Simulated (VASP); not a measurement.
# GW-BSE spectrum of BaTiO3

What does the electron-hole attraction do to the spectrum of BaTiO3? The cell has space group Pm-3m. The start is a cell from a database of measured crystal structures.

Method: LDA, no spin polarisation; plane waves and PAW (Ba_sv_GW, Ti_sv_GW, O_GW), in the first sound run; inputs show where later runs differ, in VASP 6.6.1.

## (1) Starting point

Symmetry: Pm-3m, No. 221, cubic system. Conventional cell: a = 4.006 Å, b = 4.006 Å, c = 4.006 Å, α = 90.00°, β = 90.00°, γ = 90.00°. Nearest to Ba lie 12 O at 2.83 Å. Nearest to Ti lie 6 O at 2.00 Å. O has 2 Ti at 2.00 Å and 4 Ba at 2.83 Å nearest. Farther neighbours and most contacts between anions are not listed.

Structure file:

```
Ba Ti O
1.0
     4.00600    0.00000    0.00000
     0.00000    4.00600    0.00000
     0.00000    0.00000    4.00600
Ba Ti O
1 1 3
Cartesian
  2.0030 2.0030 2.0030
  0.0000 0.0000 0.0000
  2.0030 0.0000 0.0000
  0.0000 2.0030 0.0000
  0.0000 0.0000 2.0030
```

## (2) Ground state

The orbitals come from a self-consistent LDA run with a tight EDIFF and a narrow smearing. KPOINTS_OPT adds the bands along a path, which shows whether the mesh holds the band edges.

Contents of INCAR:

```
SYSTEM = BaTiO3
PREC = Accurate
ENCUT = 440
EDIFF = 1E-08
NELM = 100
ISMEAR = 0
SIGMA = 0.01
LREAL = .FALSE.
ALGO = Normal
GGA = CA
NBANDS = 26
LASPH = .TRUE.
LORBIT = 11
LWAVE = .TRUE.
LCHARG = .FALSE.
KPAR = 8
```

Contents of POSCAR:

```
BaTiO3
1.0
    4.0060000000      0.0000000000      0.0000000000
    0.0000000000      4.0060000000      0.0000000000
    0.0000000000      0.0000000000      4.0060000000
Ba Ti O
1 1 3
Direct
    0.5000000000      0.5000000000      0.5000000000
    0.0000000000      0.0000000000      0.0000000000
    0.5000000000      0.0000000000      0.0000000000
    0.0000000000      0.5000000000      0.0000000000
    0.0000000000      0.0000000000      0.5000000000
```

Contents of KPOINTS:

```
Automatic mesh
0
Gamma
6 6 6
0 0 0
```

Contents of KPOINTS_OPT:

```
Line mode
12
Line-mode
Reciprocal
  0.00000000   0.00000000   0.00000000 GAMMA
  0.00000000   0.50000000   0.00000000 X

  0.00000000   0.50000000   0.00000000 X
  0.50000000   0.50000000   0.00000000 M

  0.50000000   0.50000000   0.00000000 M
  0.00000000   0.00000000   0.00000000 GAMMA

  0.00000000   0.00000000   0.00000000 GAMMA
  0.50000000   0.50000000   0.50000000 R

  0.50000000   0.50000000   0.50000000 R
  0.00000000   0.50000000   0.00000000 X

  0.50000000   0.50000000   0.00000000 M
  0.50000000   0.50000000   0.50000000 R
```

Potentials, in the order of the species: Ba_sv_GW, Ti_sv_GW and O_GW (LDA family, release 64).

Command:

```sh
> mpirun -np 8 vasp_std
```

Output:

```text
[banner, memory and clock lines left out]
running    8 mpi-ranks, on    1 nodes
 distrk:  each k-point on    1 cores,    8 groups
 distr:  one band on    1 cores,    1 groups

 POSCAR found type information on POSCAR BaTiO
 POSCAR found :  3 types and       5 ions
|                                                                             |
|           W    W    AA    RRRRR   N    N  II  N    N   GGGG   !!!           |
|           W    W   A  A   R    R  NN   N  II  NN   N  G    G  !!!           |
|           W    W  A    A  R    R  N N  N  II  N N  N  G       !!!           |
|           W WW W  AAAAAA  RRRRR   N  N N  II  N  N N  G  GGG   !            |
|           WW  WW  A    A  R   R   N   NN  II  N   NN  G    G                |
|           W    W  A    A  R    R  N    N  II  N    N   GGGG   !!!           |
|                                                                             |
|     For optimal performance we recommend to set                             |
|       NCORE = 2 up to number-of-cores-per-socket                            |
|     NCORE specifies how many cores store one orbital (NPAR=cpu/NCORE).      |
|     This setting can greatly improve the performance of VASP for DFT.       |
|     The default, NCORE=1 might be grossly inefficient on modern             |
|     multi-core architectures or massively parallel machines. Do your        |
|     Unfortunately you need to use the default for GW and RPA                |
|     calculations (for HF NCORE is supported but not extensively tested      |
|     yet).                                                                   |
|                                                                             |

 LDA part: xc-table for (Slater(with rela. corr.)+CA(PZ))
 , standard interpolation
 POSCAR, INCAR and KPOINTS ok, starting setup
 FFT: planning ... GRIDC
 FFT: planning ... GRID_SOFT
 FFT: planning ... GRID
 WAVECAR not read
 entering main loop
       N       E                     dE             d eps       ncg     rms          rms(c)
DAV:   1     0.618384590681E+03    0.61838E+03   -0.16406E+04  1048   0.149E+03
DAV:   2     0.557059053450E+02   -0.56268E+03   -0.54064E+03  1826   0.691E+02
DAV:   3    -0.581868838475E+02   -0.11389E+03   -0.10731E+03  1742   0.273E+02
DAV:   4    -0.636831912687E+02   -0.54963E+01   -0.54565E+01  1592   0.619E+01
DAV:   5    -0.639658665535E+02   -0.28268E+00   -0.28172E+00  1856   0.203E+01    0.254E+01
DAV:   6    -0.501166220657E+02    0.13849E+02   -0.85924E+01  1920   0.944E+01    0.142E+01
DAV:   7    -0.497319971253E+02    0.38462E+00   -0.10795E+01  1896   0.412E+01    0.210E+01
DAV:   8    -0.499322546764E+02   -0.20026E+00   -0.36196E-01  1920   0.608E+00    0.235E+01
DAV:   9    -0.496724878183E+02    0.25977E+00   -0.32871E-01  1840   0.653E+00    0.112E+01
DAV:  10    -0.494488408116E+02    0.22365E+00   -0.76091E-01  1784   0.107E+01    0.514E+00
DAV:  11    -0.495111668554E+02   -0.62326E-01   -0.22060E-01  1856   0.596E+00    0.803E+00
DAV:  12    -0.494493389489E+02    0.61828E-01   -0.15496E-01  1742   0.611E+00    0.332E+00
DAV:  13    -0.494468992347E+02    0.24397E-02   -0.13750E-02  1904   0.156E+00    0.231E+00
DAV:  14    -0.494467810801E+02    0.11815E-03   -0.43047E-04  1768   0.251E-01    0.210E+00
DAV:  15    -0.494467987745E+02   -0.17694E-04   -0.14592E-04  1480   0.168E-01    0.103E+00
DAV:  16    -0.494467442228E+02    0.54552E-04   -0.45503E-05  1920   0.104E-01    0.544E-01
DAV:  17    -0.494467074456E+02    0.36777E-04   -0.16120E-04  1656   0.130E-01    0.196E-01
DAV:  18    -0.494466992225E+02    0.82231E-05   -0.23615E-05  1888   0.740E-02    0.116E-01
DAV:  19    -0.494466991179E+02    0.10464E-06   -0.12547E-06  1736   0.124E-02    0.263E-02
DAV:  20    -0.494466987291E+02    0.38876E-06   -0.99288E-07  1824   0.146E-02    0.232E-03
DAV:  21    -0.494466987183E+02    0.10785E-07   -0.47833E-08  1392   0.324E-03    0.226E-03
DAV:  22    -0.494466987179E+02    0.40563E-09   -0.22830E-08  1136   0.176E-03
   1 F= -.49446699E+02 E0= -.49446699E+02  d E =0.000000E+00
 Start KPOINTS_OPT (optional k-point list driver)
k-point batch [1-20\72]
       N       E                     dE             ncg
DAV:   1     0.643605552414E+04   -0.59176E+04     1048
DAV:   2    -0.442331575094E+04   -0.10859E+05     1712
DAV:   3    -0.660537381760E+04   -0.21821E+04     1770
DAV:   4    -0.680637140752E+04   -0.20100E+03     1712
DAV:   5    -0.681856096244E+04   -0.12190E+02     1808
DAV:   6    -0.681924445746E+04   -0.68350E+00     1768
DAV:   7    -0.681928325813E+04   -0.38801E-01     1864
DAV:   8    -0.681928618686E+04   -0.29287E-02     1680
DAV:   9    -0.681928635875E+04   -0.17189E-03     1864
DAV:  10    -0.681928637756E+04   -0.18807E-04     1600
DAV:  11    -0.681928637868E+04   -0.11238E-05     1408
DAV:  12    -0.681928637881E+04   -0.13012E-06     1136
DAV:  13    -0.681928637882E+04   -0.48176E-08     1040
[...]
k-point batch [61-72\72]
       N       E                     dE             ncg
DAV:   1     0.120476988571E+05   -0.12558E+05      632
DAV:   2     0.568362688764E+04   -0.63641E+04     1040
DAV:   3     0.436967458265E+04   -0.13140E+04     1052
DAV:   4     0.428229016706E+04   -0.87384E+02     1024
DAV:   5     0.427941523528E+04   -0.28749E+01     1072
DAV:   6     0.427929877496E+04   -0.11646E+00     1032
DAV:   7     0.427929321827E+04   -0.55567E-02     1112
DAV:   8     0.427929299977E+04   -0.21850E-03     1016
DAV:   9     0.427929298996E+04   -0.98124E-05     1128
DAV:  10     0.427929298952E+04   -0.43842E-06      984
DAV:  11     0.427929298950E+04   -0.13554E-07      696
DAV:  12     0.427929298950E+04   -0.15552E-08      660
 writing wavefunctions
```

Run time: 32 s. Hardware: 8 MPI ranks of AMD EPYC 7R43, shared host; peak memory 1.4 GiB; 4.1 min of CPU time.

The logs omit lines about the potential files and the build; timing stands in the text.

From OUTCAR (step 2):

```text
ion  position               nearest neighbor table
   1  0.500  0.500  0.500-
   2  0.000  0.000  0.000-   3 2.00   4 2.00   5 2.00   5 2.00   4 2.00   3 2.00
   3  0.500  0.000  0.000-   2 2.00   2 2.00
   4  0.000  0.500  0.000-   2 2.00   2 2.00
   5  0.000  0.000  0.500-   2 2.00   2 2.00

  LATTYP: Found a simple cubic cell.
 ALAT       =     4.0060000000

 Subroutine GETGRP returns: Found 48 space group operations
 (whereof 48 operations were pure point group operations)

The static configuration has the point symmetry O_h .

 Found     20 irreducible k-points:

   k-points           NKPTS =     20   k-points in BZ     NKDIM =     20   number of bands    NBANDS=     26

   dimension x,y,z NGX =    28 NGY =   28 NGZ =   28
   dimension x,y,z NGXF=    56 NGYF=   56 NGZF=   56

   ENCUT  =  440.0 eV  32.34 Ry    5.69 a.u.   6.85  6.85  6.85*2*pi/ulx,y,z

   NELECT =      40.0000    total number of electrons

 k-points in reciprocal lattice and weights: Automatic mesh
   0.00000000  0.00000000  0.00000000       0.005
   0.16666667  0.00000000  0.00000000       0.028
   0.33333333  0.00000000  0.00000000       0.028
   0.50000000  0.00000000  0.00000000       0.014
   0.16666667  0.16666667  0.00000000       0.056
   0.33333333  0.16666667  0.00000000       0.111
   0.50000000  0.16666667  0.00000000       0.056
   0.33333333  0.33333333  0.00000000       0.056
   0.50000000  0.33333333  0.00000000       0.056
[...]
0.50000000  0.50000000  0.33333333       0.028
   0.50000000  0.50000000  0.50000000       0.005

 average (electrostatic) potential at core
       1 -69.0044       2 -97.2493       3 -69.3691       4 -69.3691       5 -69.3691

 E-fermi :   5.2327

 k-point     1 :       0.0000    0.0000    0.0000
  band No.  band energies     occupation
    ...
     16       3.8889      2.00000
     17       3.8889      2.00000
     18       4.9079      2.00000
     19       4.9079      2.00000
     20       4.9079      2.00000
     21       6.7263      0.00000
     22       6.7263      0.00000
     23       6.7263      0.00000
     24       9.0011      0.00000
     25       9.2687      0.00000
    ...

 k-point     2 :       0.1667    0.0000    0.0000
  band No.  band energies     occupation
    ...
     16       3.6080      2.00000
     17       3.6673      2.00000
     18       4.2785      2.00000
     19       4.7192      2.00000
     20       4.7192      2.00000
     21       6.7583      0.00000
     22       7.2581      0.00000
     23       7.2581      0.00000
     24       9.0031      0.00000
     25       9.7199      0.00000
    ...

 k-point     3 :       0.3333    0.0000    0.0000
  band No.  band energies     occupation
    ...
     16       3.2730      2.00000
     17       3.2771      2.00000
     18       3.4189      2.00000
     19       4.4471      2.00000
     20       4.4471      2.00000
     21       6.8243      0.00000
     22       8.1155      0.00000
     23       8.1155      0.00000
     24       9.0059      0.00000
     25      10.6330      0.00000
    ...

  Total       -4.7870297     -4.7870297     -4.7870297      0.0000000      0.0000000     -0.0000000
  in kB     -119.3009409   -119.3009409   -119.3009409      0.0000000      0.0000000     -0.0000000
  external PRESSURE =    -119.3009409 kB  Pullay stress =       0.0000000 kB

  energy-cutoff  :      440.00
  volume of cell :       64.29
      direct lattice vectors                 reciprocal lattice vectors
     4.006000000  0.000000000  0.000000000     0.249625562  0.000000000  0.000000000
     0.000000000  4.006000000  0.000000000     0.000000000  0.249625562  0.000000000
     0.000000000  0.000000000  4.006000000     0.000000000  0.000000000  0.249625562

 POSITION                                       TOTAL-FORCE (eV/Angst)
 -----------------------------------------------------------------------------------
      2.00300      2.00300      2.00300         0.000000      0.000000      0.000000
      0.00000      0.00000      0.00000         0.000000      0.000000      0.000000
      2.00300      0.00000      0.00000         0.000000      0.000000      0.000000
      0.00000      2.00300      0.00000         0.000000      0.000000      0.000000
      0.00000      0.00000      2.00300         0.000000      0.000000      0.000000
 -----------------------------------------------------------------------------------
    total drift:                                0.000000      0.000000     -0.000000

  FREE ENERGIE OF THE ION-ELECTRON SYSTEM (eV)
  ---------------------------------------------------
  free  energy   TOTEN  =       -49.4466987179 eV

  energy  without entropy=      -49.4466987179  energy(sigma->0) =      -49.44669872

 total charge
# of ion       s       p       d       f       tot
--------------------------------------------------
    1        2.466   5.715   0.315   0.078   8.574
    2        2.211   6.119   1.416   0.035   9.781
    3        1.535   3.404   0.000   0.000   4.940
    4        1.535   3.404   0.000   0.000   4.940
    5        1.535   3.404   0.000   0.000   4.940
--------------------------------------------------
tot          9.283  22.046   1.731   0.113  33.173

[... 3 further parts left out ...]
```

Numbers from this step:

| Property | Result |
| --- | --- |
| free energy (TOTEN) | -49.45 eV |
| Fermi energy | 5.233 eV |
| pressure | -11.93 GPa |
| least gap on mesh and path | 1.711 eV |
| least direct gap on mesh and path | 1.818 eV |

The highest empty bands on the path are converged less tightly, to about 0.1 eV. The electronic bands at the labelled points (eV, zero at the valence-band top; v1 is the highest filled band, c1 the lowest empty one):

| point | v4 | v3 | v2 | v1 | c1 | c2 | c3 | c4 |
| --- | --- | --- | --- | --- | --- | --- | --- | --- |
| Γ | -1.13 | -0.11 | -0.11 | -0.11 | 1.71 | 1.71 | 1.71 | 3.99 |
| 0.55 of the way | -1.61 | -1.32 | -0.48 | -0.48 | 1.78 | 2.81 | 2.81 | 3.99 |
| X | -1.84 | -1.84 | -0.68 | -0.68 | 1.84 | 3.49 | 3.49 | 3.99 |
| 0.45 of the way | -1.44 | -1.21 | -1.09 | -0.57 | 2.63 | 3.49 | 3.58 | 4.60 |
| M | -1.71 | -0.83 | -0.83 | -0.05 | 3.51 | 3.51 | 3.92 | 4.83 |
| 0.45 of the way | -1.49 | -1.04 | -0.99 | -0.42 | 2.77 | 2.90 | 3.17 | 4.60 |
| Γ | -1.13 | -0.11 | -0.11 | -0.11 | 1.71 | 1.71 | 1.71 | 3.99 |
| 0.45 of the way | -2.28 | -0.68 | -0.68 | -0.67 | 2.97 | 3.00 | 3.00 | 5.71 |
| R | -2.35 | 0.00 | 0.00 | 0.00 | 4.18 | 4.18 | 4.18 | 6.76 |
| 0.45 of the way | -2.23 | -0.81 | -0.51 | -0.40 | 3.41 | 3.76 | 3.78 | 6.15 |
| X | -1.84 | -1.84 | -0.68 | -0.68 | 1.84 | 3.49 | 3.49 | 3.99 |
| jump to M | -1.71 | -0.83 | -0.83 | -0.05 | 3.51 | 3.51 | 3.92 | 4.83 |
| 0.45 of the way | -2.47 | -0.57 | -0.57 | -0.03 | 3.77 | 3.77 | 4.03 | 6.07 |
| R | -2.35 | 0.00 | 0.00 | 0.00 | 4.18 | 4.18 | 4.18 | 6.76 |

Of the projections kept (Ba, Ti, O), the largest for each band there; the rest of the weight can lie on other orbitals:

| point | v4 | v3 | v2 | v1 | c1 | c2 | c3 | c4 |
| --- | --- | --- | --- | --- | --- | --- | --- | --- |
| Γ | O 0.96 | O 0.94 | O 0.94 | O 0.94 | Ti 0.96 | Ti 0.96 | Ti 0.96 | Ti 0.95 |
| X | O 0.71 | O 0.71 | O 0.94 | O 0.94 | Ti 0.99 | Ti 0.79 | Ti 0.79 | Ti 0.95 |
| M | O 0.88 | O 0.87 | O 0.87 | O 0.98 | Ti 0.81 | Ti 0.81 | Ti 0.85 | Ti 0.88 |
| Γ | O 0.96 | O 0.94 | O 0.94 | O 0.94 | Ti 0.96 | Ti 0.96 | Ti 0.96 | Ti 0.95 |
| R | O 0.58 | O 0.98 | O 0.98 | O 0.98 | Ti 0.81 | Ti 0.81 | Ti 0.81 | Ba 0.82 |
| X | O 0.71 | O 0.71 | O 0.94 | O 0.94 | Ti 0.99 | Ti 0.79 | Ti 0.79 | Ti 0.95 |

The cell has a gap of 1.71 eV on mesh and path and a pressure of -11.9 GPa, which holds the misfit of the given cell and coordinates with this functional, and any error of cutoff, mesh and data sets. Spin-orbit coupling is left out, which can shift or reorder these edges.

## (3) Empty bands

The next step needs empty bands that the ground-state run didn't converge, so the Hamiltonian is diagonalised exactly for NBANDS bands, in a single step. LOPTICS writes the k-derivatives of the orbitals (WAVEDER), which give the long-wavelength limit of the screening.

Contents of INCAR:

```
SYSTEM = BaTiO3
PREC = Accurate
ENCUT = 440
ISMEAR = 0
SIGMA = 0.01
LREAL = .FALSE.
GGA = CA
NBANDS = 152
LASPH = .TRUE.
ALGO = Exact
NELM = 1
LWAVE = .TRUE.
LCHARG = .FALSE.
LOPTICS = .TRUE.
NEDOS = 1000
CSHIFT = 0.1
```

POSCAR is that of step 2.

KPOINTS is that of step 2.

Command:

```sh
> mpirun -np 8 vasp_std
```

Output:

```text
[banner, memory and clock lines left out]
running    8 mpi-ranks, on    1 nodes
 distrk:  each k-point on    8 cores,    1 groups
 distr:  one band on    1 cores,    8 groups

 POSCAR found type information on POSCAR BaTiO
 POSCAR found :  3 types and       5 ions
 [... a notice as in an earlier step ...]

 LDA part: xc-table for (Slater(with rela. corr.)+CA(PZ))
 , standard interpolation
 found WAVECAR, reading the header
  number of bands has changed, file:    26 present:   152
  trying to continue reading WAVECAR, but it might fail
 POSCAR, INCAR and KPOINTS ok, starting setup
 FFT: planning ... GRIDC
 FFT: planning ... GRID_SOFT
 FFT: planning ... GRID
 reading WAVECAR
 random initialization beyond band           26
 the WAVECAR file was read successfully
 initial charge from wavefunction
 entering main loop
       N       E                     dE             d eps       ncg     rms          rms(c)
DIA:   1    -0.494466987185E+02   -0.49447E+02    0.00000E+00     0   0.000E+00
   1 F= -.49446699E+02 E0= -.49446699E+02  d E =-.359055E-90
 writing wavefunctions
 optical routines
 imaginary and real dielectric function
 recalculating local potential from charge density
 direction            1
 direction            2
 direction            3
```

Wall time 36 s (8 MPI ranks); peak memory 1.9 GiB.

From OUTCAR (step 3):

```text
The static configuration has the point symmetry O_h .

 Found     20 irreducible k-points:

   k-points           NKPTS =     20   k-points in BZ     NKDIM =     20   number of bands    NBANDS=    152

   NELECT =      40.0000    total number of electrons

 E-fermi :   5.1568

 k-point     1 :       0.0000    0.0000    0.0000
  band No.  band energies     occupation
    ...
     16       3.8889      2.00000
     17       3.8889      2.00000
     18       4.9079      2.00000
     19       4.9079      2.00000
     20       4.9079      2.00000
     21       6.7263      0.00000
     22       6.7263      0.00000
     23       6.7263      0.00000
     24       9.0011      0.00000
     25       9.0011      0.00000
    ...

 k-point     2 :       0.1667    0.0000    0.0000
  band No.  band energies     occupation
    ...
     16       3.6080      2.00000
     17       3.6673      2.00000
     18       4.2785      2.00000
     19       4.7192      2.00000
     20       4.7192      2.00000
     21       6.7583      0.00000
     22       7.2581      0.00000
     23       7.2581      0.00000
     24       9.0030      0.00000
     25       9.6820      0.00000
    ...

  Total       -4.7871005     -4.7871005     -4.7871005      0.0000000      0.0000000     -0.0000000
  in kB     -119.3027047   -119.3027047   -119.3027047      0.0000000      0.0000000     -0.0000000
  external PRESSURE =    -119.3027047 kB  Pullay stress =       0.0000000 kB

  FREE ENERGIE OF THE ION-ELECTRON SYSTEM (eV)
  ---------------------------------------------------
  free  energy   TOTEN  =       -49.4466987185 eV

  energy  without entropy=      -49.4466987185  energy(sigma->0) =      -49.44669872

 plasma frequency squared (from intraband transitions) (eV^2)
  --------------------------------------------------------------------------------------
       0.000      -0.000       0.000
      -0.000       0.000      -0.000
       0.000      -0.000       0.000

[... 9 parts as in an earlier step ...]

[... 4 further parts left out ...]
```

The gap is read on the k-mesh alone, so it is an upper bound where the band edges lie off the mesh.

This step gave:

```yaml
gap_on_the_k_mesh: 1.711 eV
least_direct_gap_on_the_k_mesh: 1.818 eV
```

WAVECAR now holds 152 bands for 40 electrons. Its independent-particle dielectric tensor has xx, yy, zz = 7.1, 7.1, 7.1 on this mesh, which isn't tested for convergence in mesh or bands and lacks local fields.

(Continued in part 2 of 4.)

[Lines on the potential files, build, host, timing and source positions are cut from VASP's logs without a mark.]

[Logs are printed without paths, hosts, clocks, repeated set-up lines and the standing remarks that a program may print on its own settings, such as how far it seeks lower states.]

[Hosts, paths, dates, database ids (printed as entryN), source tags and the programs' standing remarks are cut or masked in the printed files.]

[Pressures printed for these runs are not shown converged in the cutoff: they can be off by several GPa and have the wrong sign.]
